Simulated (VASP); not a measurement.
# Al15CrN16 (a cell with a defect) in VASP: further runs, part 2 of 2

VASP 6.6.1. The steps go on from the part before.

### Step 3. Single point, PBEsol+U, collinear spin, ferromagnetic start

Input file INCAR:

```
SYSTEM = Al15CrN16
PREC = Accurate ; ENCUT = 450
EDIFF = 1E-5 ; ISMEAR = 0
SIGMA = 0.03 ; LREAL = Auto
LASPH = .TRUE. ; NELM = 120
ALGO = Normal ; ISIF = 2
LWAVE = .FALSE. ; LCHARG = .FALSE.
ISPIN = 2 ; MAGMOM = 4 0 0 0 0 0 0 0 0 0 0 0 0 0 0 0 0 0 0 0 0 0 0 0 0 0 0 0 0 0 0 0
LORBIT = 11 ; NUPDOWN = 4
LMAXMIX = 4 ; LDAU = .TRUE.
LDAUTYPE = 2 ; LDAUL = 2 -1 -1
LDAUU = 5 0 0 ; LDAUJ = 0 0 0
LDAUPRINT = 1 ; GGA = PS
NELECT = 138.0 ; ISYM = 0
KPAR = 4
```

Input file KPOINTS:

```
Automatic mesh
0
G
  3 3 2
  0 0 0
```

Input file POSCAR:

```
Al15CrN16                               
1.0
    6.2200008610      0.0000000000      0.0000000000
   -3.1100004305      5.3866787572      0.0000000000
    0.0000000000      0.0000000000      9.9600000000
  Cr              Al              N             
     1    15    16
Direct
     0.3308907164976488    0.1649879594165224    0.0051694406507524
     0.3311189867238049    0.1655782941728327    0.4973365431266451
     0.3357428247160515    0.6674382138028708    0.9999003664767151
     0.3342840886954336    0.6671296717815893    0.5004049756212809
     0.8369656333999824    0.1716365125636226    0.9979668205880037
     0.8325523054823611    0.1659043002838834    0.5003801516918257
     0.8369358815867077    0.6643157633787259    0.9980724448161444
     0.8326854418296831    0.6664057569777738    0.5004941508437735
     0.1631646799758549    0.3331400615424920    0.2517936587154312
     0.1684078452727009    0.3358613048662683    0.7511619661162546
     0.1630793544987016    0.8297113185758034    0.2516984361344318
     0.1683431795530529    0.8321389933569814    0.7511545628925478
     0.6622957853429071    0.3310942363679786    0.2508723803435040
     0.6688999279358868    0.3342643095255642    0.7491188292870612
     0.6665531467393593    0.8332481628427006    0.2480689470545449
     0.6690244699028655    0.8344445682999633    0.7513315550531129
     0.3256851543031697    0.1627251985522112    0.2108196599227831
     0.3333290851034944    0.1664811613090038    0.6889894496362856
     0.3324504217222919    0.6661335546557726    0.1926226117645933
     0.3381200119232429    0.6689605709372559    0.6889090801510817
     0.8310503949587922    0.1672957338700434    0.1912124586022717
     0.8344771087393846    0.1653569636423803    0.6889364209485523
     0.8309140017057819    0.6635519213857879    0.1912464865504988
     0.8343880787564190    0.6688342979520369    0.6890460277161189
     0.1642314021750919    0.3352549547092227    0.4429698389844832
     0.1624191955595478    0.3473923040900690    0.9377719863424765
     0.1643027085104029    0.8290535228756251    0.4429232716239205
     0.1623023562226184    0.8140028184231837    0.9376826435812291
     0.6674626856999062    0.3336754248797481    0.4424751440963029
     0.6867675656797670    0.3428863275522446    0.9329577467009943
     0.6671137264164607    0.8333881591705273    0.4391081092357518
     0.6711508343706266    0.8350946582393399    0.9415238347306430
```

Potentials or basis: VASP PAW PBE potentials, release 64 (Cr_pv, Al, N).

Started as:

```console
> cat potpaw_PBE.64/Cr_pv/POTCAR potpaw_PBE.64/Al/POTCAR potpaw_PBE.64/N/POTCAR > POTCAR
> mpirun -np 4 vasp_std > vasp.out
```

OUTCAR:

```text
SYSTEM = Al15CrN16
   PREC = Accurate
   ENCUT = 450
   EDIFF = 1E-5
   ISMEAR = 0
   LREAL = Auto
   LASPH = .TRUE.
   NELM = 120
   ISIF = 2
   ISPIN = 2
   LORBIT = 11
   NUPDOWN = 4
   GGA = PS
   NELECT = 138.0
   ISYM = 0

 ion  position               nearest neighbor table
   1  0.331  0.165  0.005-  26 2.01  28 2.01  30 2.05  17 2.05  13 3.03  11 3.05   9 3.05   5 3.09
                             7 3.09  12 3.10  10 3.10   3 3.11   3 3.11   7 3.13   5 3.13  14 3.13
   2  0.331  0.166  0.497-  27 1.89  25 1.89  29 1.89  18 1.91  13 3.03   9 3.04  11 3.04  14 3.10
                            10 3.10  12 3.10   6 3.10   8 3.10   4 3.11   4 3.11   8 3.12   6 3.12
   3  0.336  0.667  1.000-  26 1.83  28 1.83  32 1.90  19 1.92  15 3.05  10 3.05  12 3.06  16 3.06
                             9 3.09  11 3.09   7 3.09   5 3.09   1 3.11   1 3.11   5 3.13   7 3.13
   4  0.334  0.667  0.500-  25 1.88  27 1.88  20 1.88  31 1.89   9 3.06  11 3.06  12 3.07  10 3.07
                            16 3.08  15 3.09   6 3.10   8 3.10   2 3.11   2 3.11   8 3.12   6 3.12
   5  0.837  0.172  0.998-  30 1.85  26 1.85  32 1.90  21 1.93  10 3.04  14 3.05  16 3.06   7 3.06
                             9 3.08  15 3.09   3 3.09   1 3.09  13 3.10   3 3.13   1 3.13   7 3.16
   6  0.833  0.166  0.500-  25 1.88  22 1.88  29 1.88  31 1.89   9 3.05  14 3.06  16 3.07  13 3.07
                            10 3.08  15 3.09   4 3.10   2 3.10   8 3.11   8 3.11   2 3.12   4 3.12
   7  0.837  0.664  0.998-  30 1.85  28 1.85  32 1.90  23 1.92  12 3.04  14 3.05  16 3.06   5 3.06
                            11 3.08  15 3.09  13 3.09   3 3.09   1 3.09   3 3.13   1 3.13   5 3.16
   8  0.833  0.666  0.500-  27 1.88  24 1.88  29 1.88  31 1.89  11 3.05  14 3.06  16 3.07  13 3.07
                            12 3.08  15 3.09   4 3.10   2 3.10   6 3.11   6 3.11   2 3.12   4 3.12
   9  0.163  0.333  0.252-  17 1.84  21 1.89  19 1.89  25 1.90   2 3.04   6 3.05   1 3.05   4 3.06
[... 17 lines left out ...]
  19  0.332  0.666  0.193-  15 1.88  11 1.89   9 1.89   3 1.92
  20  0.338  0.669  0.689-   4 1.88  16 1.89  12 1.90  10 1.90
  21  0.831  0.167  0.191-  15 1.89  13 1.89   9 1.89   5 1.93
  22  0.834  0.165  0.689-   6 1.88  16 1.89  14 1.90  10 1.90
[... 8 lines left out ...]
  31  0.667  0.833  0.439-   6 1.89   8 1.89   4 1.89  15 1.90
  32  0.671  0.835  0.942-  16 1.89   3 1.90   5 1.90   7 1.90

IMPORTANT INFORMATION: All symmetrisations will be switched off!
NOSYMM: (Re-)initialisation of all symmetry stuff for point group C_1.

----------------------------------------------------------------------------------------

                                     Primitive cell

  volume of cell :     333.7113

  direct lattice vectors                    reciprocal lattice vectors
     6.220000861  0.000000000  0.000000000     0.160771682  0.092821574  0.000000000
    -3.110000430  5.386678757  0.000000000     0.000000000  0.185643148  0.000000000
     0.000000000  0.000000000  9.960000000     0.000000000  0.000000000  0.100401606

  length of vectors
     6.220000861  6.220000861  9.960000000     0.185643148  0.185643148  0.100401606

  position of ions in fractional coordinates (direct lattice)
     0.330890716  0.164987959  0.005169441
     0.331118987  0.165578294  0.497336543
     0.335742825  0.667438214  0.999900366
     0.334284089  0.667129672  0.500404976
     0.836965633  0.171636513  0.997966821
     0.832552305  0.165904300  0.500380152
[... 24 lines left out ...]
     0.667113726  0.833388159  0.439108109
     0.671150834  0.835094658  0.941523835

  ion indices of the primitive-cell ions
   primitive index   ion index
                 1           1
                 2           2
                 3           3
                 4           4
                 5           5
                 6           6
[... 24 lines left out ...]
                31          31
                32          32

[... 127 lines left out ...]
  o =  0.8915  v =  0.3956  0.5209  0.0008 -0.2870 -0.6999  0.0000  0.0000  0.0000  0.0000  0.0000      0.0000  0.0000  0.0000  0.0000  0.0000  0.0000  0.0000  0.0000  0.0000  0.0000
  o =  0.9028  v = -0.4790  0.2535  0.6627  0.4445 -0.2636  0.0000  0.0000  0.0000  0.0000  0.0000      0.0000  0.0000  0.0000  0.0000  0.0000  0.0000  0.0000  0.0000  0.0000  0.0000
  o =  0.9232  v =  0.5209  0.3941 -0.1103  0.6832  0.3074  0.0000  0.0000  0.0000  0.0000  0.0000      0.0000  0.0000  0.0000  0.0000  0.0000  0.0000  0.0000  0.0000  0.0000  0.0000
  o =  0.9331  v =  0.2971 -0.6940  0.0030  0.4060 -0.5151  0.0000  0.0000  0.0000  0.0000  0.0000      0.0000  0.0000  0.0000  0.0000  0.0000  0.0000  0.0000  0.0000  0.0000  0.0000

 number of electron     137.9999991 magnetization       4.0000000

 Free energy of the ion-electron system (eV)
  ---------------------------------------------------
  ext. energy  EPLUGINS =         0.00000000
  ---------------------------------------------------
  free energy    TOTEN  =      -241.30351173 eV

  energy without entropy =     -241.30351173  energy(sigma->0) =     -241.30351173

 E-fermi :   6.4699     XC(G=0): -11.2242

 val. band max:        8.5315467723   @ k =   0.0000   0.0000   0.0000
 cond. band min:       9.7884192073   @ k =   0.0000   0.0000   0.5000
 fundamental gap:      1.2568724350
 Fermi energy:         8.6724093846

 spin component 1

 k-point     1 :       0.0000    0.0000    0.0000
  band No.  band energies     occupation
      1     -35.1232      1.00000
      2     -35.1193      1.00000
      3     -34.5974      1.00000
      4      -9.1771      1.00000
      5      -8.2920      1.00000
      6      -8.0995      1.00000
[... 829 lines left out ...]
     80      12.7636      0.00000
     81      13.1009      0.00000
 Fermi energy:         6.4699069638

 spin component 2

 k-point     1 :       0.0000    0.0000    0.0000
  band No.  band energies     occupation
      1     -31.8407      1.00000
      2     -31.7896      1.00000
      3     -30.7147      1.00000
      4      -9.1663      1.00000
      5      -8.2824      1.00000
      6      -8.0744      1.00000
[... 829 lines left out ...]
     80      13.1238      0.00000
     81      13.1739      0.00000
 [bands above 81 left out]

------------------------ aborting loop because EDIFF is reached ----------------------------------------

  FORCE on cell =-STRESS in cart. coord.  units (eV):
  Direction    XX          YY          ZZ          XY          YZ          ZX
  --------------------------------------------------------------------------------------
  -------------------------------------------------------------------------------------
  Total       17.0340741     18.7916778     17.3291950     -1.5318853     -0.7606123     -1.3464861
  in kB       81.7820995     90.2205105     83.1990010     -7.3547173     -3.6517668     -6.4645990
  external PRESSURE =      85.0672037 kB  Pullay stress =       0.0000000 kB

 VOLUME and BASIS-vectors are now :
 -----------------------------------------------------------------------------
  energy-cutoff  :      450.00
  volume of cell :      333.71
      direct lattice vectors                 reciprocal lattice vectors
     6.220000861  0.000000000  0.000000000     0.160771682  0.092821574  0.000000000
    -3.110000430  5.386678757  0.000000000     0.000000000  0.185643148  0.000000000
     0.000000000  0.000000000  9.960000000     0.000000000  0.000000000  0.100401606

 POSITION                                       TOTAL-FORCE (eV/Angst)
 -----------------------------------------------------------------------------------
      1.54503      0.88874      0.05149         0.081845      0.049459     -0.033842
      1.54461      0.89192      4.95347         0.000473     -0.005197     -0.002750
      0.01259      3.59528      9.95901        -0.090178     -0.047579     -0.070726
      0.00447      3.59361      4.98403        -0.004985     -0.003029      0.002723
      4.67214      0.92455      9.93975        -0.000548      0.111512     -0.069306
      4.66251      0.89367      4.98379        -0.003631      0.016440      0.014199
[... 24 lines left out ...]
      1.55761      4.48919      4.37352        -0.006411     -0.001375      0.001244
      1.57741      4.49839      9.37758         0.003981      0.007751      0.045590
 -----------------------------------------------------------------------------------
    total drift:                                0.011611      0.008477     -0.028310

  FREE ENERGIE OF THE ION-ELECTRON SYSTEM (eV)
  ---------------------------------------------------
  free  energy   TOTEN  =      -241.3035117275 eV

  energy  without entropy=     -241.3035117275  energy(sigma->0) =     -241.30351173

 total charge

# of ion       s       p       d       tot
------------------------------------------
    1        0.320   6.342   4.195  10.857
    2        0.370   0.443   0.000   0.813
    3        0.376   0.464   0.000   0.840
    4        0.375   0.457   0.000   0.831
    5        0.375   0.456   0.000   0.831
    6        0.375   0.456   0.000   0.831
[... 24 lines left out ...]
   31        1.224   2.620   0.000   3.844
   32        1.224   2.616   0.000   3.840
--------------------------------------------------
tot         25.534  55.112   4.195  84.841

 magnetization (x)

# of ion       s       p       d       tot
------------------------------------------
    1        0.034   0.065   3.475   3.574
    2        0.000   0.001   0.000   0.001
    3        0.002   0.004   0.000   0.006
    4        0.000   0.000   0.000   0.001
    5        0.003   0.003   0.000   0.006
    6        0.000   0.000   0.000   0.000
[... 24 lines left out ...]
   31        0.000   0.000   0.000   0.001
   32        0.000   0.003   0.000   0.003
--------------------------------------------------
tot          0.047   0.081   3.475   3.603
```

Wall time 9.5 min (4 MPI ranks of Intel Xeon Platinum 8259CL at 2.50GHz (Skylake/Cascade Lake), shared host); peak memory 0.73 GiB.

Results:

```
Free energy                                           : -241.3035 eV
Largest force                                         : 0.277 eV/Å
Net moment                                            : 4.00 μB per cell
Site moments                                          : Cr +3.57; Al +0.00, +0.01; N -0.01, +0.00, -0.00 μB
Valence electrons inside the program's atomic spheres : Cr 10.86; Al 0.81, 0.84, 0.83, 0.82; N 3.85, 3.83, 3.84, 3.86
```

Forces on the atoms (eV/Å):
```
Cr   0.082  0.049 -0.034
Al   0.000 -0.005 -0.003
Al  -0.090 -0.048 -0.071
Al  -0.005 -0.003  0.003
Al  -0.001  0.112 -0.069
Al  -0.004  0.016  0.014
Al   0.088 -0.048 -0.088
Al   0.002 -0.003  0.003
Al   0.019 -0.005  0.032
Al  -0.012  0.012  0.037
Al   0.003  0.030  0.046
Al   0.002 -0.013  0.041
Al  -0.029 -0.022  0.040
Al   0.016  0.011  0.032
Al  -0.011 -0.011  0.027
Al   0.003 -0.007 -0.025
N   -0.004 -0.001  0.271
N    0.004  0.005  0.000
N    0.013  0.001 -0.021
N    0.008 -0.003 -0.002
N   -0.003 -0.031 -0.012
N    0.006 -0.003  0.001
N   -0.017  0.010 -0.017
N    0.004  0.002 -0.010
N   -0.009 -0.005 -0.007
N   -0.231  0.119 -0.096
N   -0.006 -0.018 -0.003
N   -0.014 -0.255 -0.085
N    0.007 -0.001 -0.004
N    0.178  0.108 -0.048
N   -0.006 -0.001  0.001
N    0.004  0.008  0.046
```

Eigenvalues of the final occupation matrices:
```
    site  spin  trace               eigenvalues
site 1 d     1   3.86  0.21 0.89 0.90 0.92 0.93
site 1 d     2   0.37  0.03 0.03 0.09 0.10 0.12
```

Caveat: the k mesh is coarse (spacing up to 0.39 Å⁻¹), so the values aren't converged; the cell is charged against a uniform background, so pressure and absolute levels hang on convention; the cutoff is under 1.25 times the usual one of these potentials, so pressure, stress and relaxed cells hold a basis-set (Pulay) error; the PAW data sets were made with another functional, which shifts forces and pressure a little; the total moment is fixed, so each spin has its own Fermi level; only a ferromagnetic start was run, and an antiferromagnetic order may lie lower in energy. The state reached can hang on the start; a lower one may exist.

### Step 4. Single point, PBEsol+U, collinear spin, ferromagnetic start

INCAR: that of step 3 with these lines changed.

```diff
@@ -11,3 +11,3 @@
 LDAUTYPE = 2 ; LDAUL = 2 -1 -1
-LDAUU = 5 0 0 ; LDAUJ = 0 0 0
+LDAUU = 3 0 0 ; LDAUJ = 0 0 0
 LDAUPRINT = 1 ; GGA = PS
```

Input file KPOINTS:

```
Automatic mesh
0
G
  4 4 2
  0 0 0
```

POSCAR is that of step 3.

Started as:

```console
> cat potpaw_PBE.64/Cr_pv/POTCAR potpaw_PBE.64/Al/POTCAR potpaw_PBE.64/N/POTCAR > POTCAR
> mpirun -np 4 vasp_std > vasp.out
```

Run time: 11 min. Hardware: 4 MPI ranks of Intel Xeon Platinum 8259CL at 2.50GHz (Skylake/Cascade Lake), shared host; peak memory 0.92 GiB.

The run converged. Its results:

| Quantity | Value |
| --- | --- |
| Free energy | -242.1977 eV |
| Largest force | 0.020 eV/Å |
| Net moment | 4.00 μB per cell |
| Site moments | Cr +3.46; Al +0.00, +0.01; N -0.01, +0.00, -0.00 μB |
| Valence electrons inside the program's atomic spheres | Cr 10.86; Al 0.81, 0.84, 0.83, 0.82; N 3.85, 3.83, 3.84 |

Forces in eV/Å, atoms in the order of the input:
```
Cr   0.013  0.011  0.010
Al  -0.002 -0.007  0.007
Al  -0.008 -0.001 -0.003
Al  -0.001 -0.001 -0.007
Al   0.006  0.009  0.008
Al  -0.001  0.011  0.004
Al   0.002  0.008 -0.010
Al  -0.002  0.002 -0.008
Al  -0.002  0.002 -0.011
Al   0.006  0.004  0.004
Al  -0.002  0.008  0.002
Al   0.005  0.007  0.009
Al  -0.005 -0.007 -0.006
Al   0.004  0.004  0.013
Al  -0.008 -0.009  0.004
Al   0.003 -0.007 -0.002
N   -0.008 -0.003 -0.006
N    0.003  0.004  0.003
N   -0.001 -0.007 -0.009
N    0.003 -0.006  0.003
N   -0.004 -0.013  0.003
N    0.008  0.004  0.006
N   -0.003  0.001 -0.002
N    0.012  0.000 -0.005
N    0.001 -0.010 -0.002
N    0.005 -0.004 -0.009
N   -0.005 -0.007  0.002
N   -0.002  0.009  0.002
N   -0.006 -0.008 -0.001
N   -0.002  0.004 -0.008
N   -0.007 -0.002  0.013
N   -0.001  0.005 -0.004
```

Eigenvalues of the final occupation matrices:
| site | spin | trace | eigenvalues |
| --- | --- | --- | --- |
| site 1 d | 1 | 3.80 | 0.24 0.86 0.87 0.91 0.92 |
| site 1 d | 2 | 0.43 | 0.03 0.04 0.10 0.12 0.14 |

Caveat: the cell is charged against a uniform background, so pressure and absolute levels hang on convention; the cutoff is under 1.25 times the usual one of these potentials, so pressure, stress and relaxed cells hold a basis-set (Pulay) error; the PAW data sets were made with another functional, which shifts forces and pressure a little; the total moment is fixed, so each spin has its own Fermi level; only a ferromagnetic start was run, and an antiferromagnetic order may lie lower in energy. The state reached can hang on the start; a lower one may exist.

### Step 5. Single point, PBEsol+U, collinear spin, ferromagnetic start

INCAR: that of step 4 with these lines changed.

```diff
@@ -7,4 +7,4 @@
 LWAVE = .FALSE. ; LCHARG = .FALSE.
-ISPIN = 2 ; MAGMOM = 4 0 0 0 0 0 0 0 0 0 0 0 0 0 0 0 0 0 0 0 0 0 0 0 0 0 0 0 0 0 0 0
-LORBIT = 11 ; NUPDOWN = 4
+ISPIN = 2 ; MAGMOM = 2 0 0 0 0 0 0 0 0 0 0 0 0 0 0 0 0 0 0 0 0 0 0 0 0 0 0 0 0 0 0 0
+LORBIT = 11 ; NUPDOWN = 2
 LMAXMIX = 4 ; LDAU = .TRUE.
```

Input file KPOINTS:

```
Automatic mesh
0
G
  3 3 2
  0 0 0
```

POSCAR is that of step 4.

Started as:

```console
> cat potpaw_PBE.64/Cr_pv/POTCAR potpaw_PBE.64/Al/POTCAR potpaw_PBE.64/N/POTCAR > POTCAR
> mpirun -np 4 vasp_std > vasp.out
```

Wall time 11 min (4 MPI ranks of Intel Xeon Platinum 8259CL at 2.50GHz (Skylake/Cascade Lake), shared host); peak memory 0.74 GiB.

Results (log left out):

```
Free energy                                           : -241.1062 eV
Largest force                                         : 0.364 eV/Å
Net moment                                            : 2.00 μB per cell
Site moments                                          : Cr +1.89; Al -0.00, +0.01, +0.00; N -0.00, +0.00 μB
Valence electrons inside the program's atomic spheres : Cr 10.85; Al 0.81, 0.84, 0.83, 0.82; N 3.85, 3.83, 3.84
```

Forces on the atoms (eV/Å):
```
Cr  -0.116 -0.071 -0.155
Al   0.006  0.000 -0.022
Al   0.054  0.015  0.063
Al   0.003  0.001 -0.029
Al   0.126 -0.095  0.165
Al  -0.010  0.015 -0.034
Al  -0.048  0.143  0.143
Al  -0.004 -0.009 -0.046
Al  -0.010 -0.057 -0.079
Al   0.016  0.002 -0.038
Al  -0.052  0.024 -0.049
Al   0.007  0.014 -0.039
Al  -0.010 -0.013 -0.047
Al  -0.005 -0.002 -0.086
Al   0.025  0.012 -0.024
Al  -0.007 -0.012  0.013
N    0.129  0.076 -0.188
N    0.007  0.005  0.056
N   -0.006 -0.008 -0.018
N   -0.006 -0.008  0.016
N   -0.046  0.014  0.018
N    0.005  0.022  0.047
N    0.003 -0.046  0.012
N    0.027 -0.011  0.039
N    0.013 -0.009  0.023
N    0.209 -0.096 -0.002
N    0.001  0.008  0.023
N    0.018  0.260  0.003
N   -0.004 -0.007  0.057
N   -0.264 -0.142  0.207
N   -0.010 -0.004  0.045
N   -0.051 -0.022 -0.074
```

Eigenvalues of the final occupation matrices:
```csv
site,spin,trace,eigenvalues
site 1 d,1,3.04,0.15 0.21 0.85 0.91 0.92
site 1 d,2,1.18,0.04 0.04 0.14 0.16 0.80
```

Caveat: the k mesh is coarse (spacing up to 0.39 Å⁻¹), so the values aren't converged; the cell is charged against a uniform background, so pressure and absolute levels hang on convention; the cutoff is under 1.25 times the usual one of these potentials, so pressure, stress and relaxed cells hold a basis-set (Pulay) error; the PAW data sets were made with another functional, which shifts forces and pressure a little; the total moment is fixed, so each spin has its own Fermi level; only a ferromagnetic start was run, and an antiferromagnetic order may lie lower in energy.

### Step 6. Overview

| U | fixed moment (μB) | k mesh | mesh quality | moment (μB) | largest force (eV/Å) |
| --- | --- | --- | --- | --- | --- |
| Cr d U = 3 eV | - | 3 × 3 × 2 | not flagged | 4.00 | 0.02 |
| Cr d U = 5 eV | 4 | 3 × 3 × 2 | coarse | 4.00 | 0.28 |
| Cr d U = 3 eV | 4 | 4 × 4 × 2 | not flagged | 4.00 | 0.02 |
| Cr d U = 3 eV | 2 | 3 × 3 × 2 | coarse | 2.00 | 0.36 |

Alike in all rows: task single point; level PBEsol+U; potentials or basis VASP PAW PBE potentials, release 64 (Cr_pv, Al, N); spin collinear, ferromagnetic start; cell as given; cutoff (eV) 450; smearing gaussian 0.03 eV.

Caveats: some runs use coarse meshes; the cell is charged against a uniform background, so pressure and absolute levels hang on convention; the cutoff is under 1.25 times the usual one of these potentials, so pressure, stress and relaxed cells hold a basis-set (Pulay) error; the PAW data sets were made with another functional, which shifts forces and pressure a little; only a ferromagnetic start was run, and an antiferromagnetic order may lie lower in energy; the total moment is fixed, so each spin has its own Fermi level (some runs).

Total energies depend on the potentials used, so only differences within one code and one set of settings carry meaning.
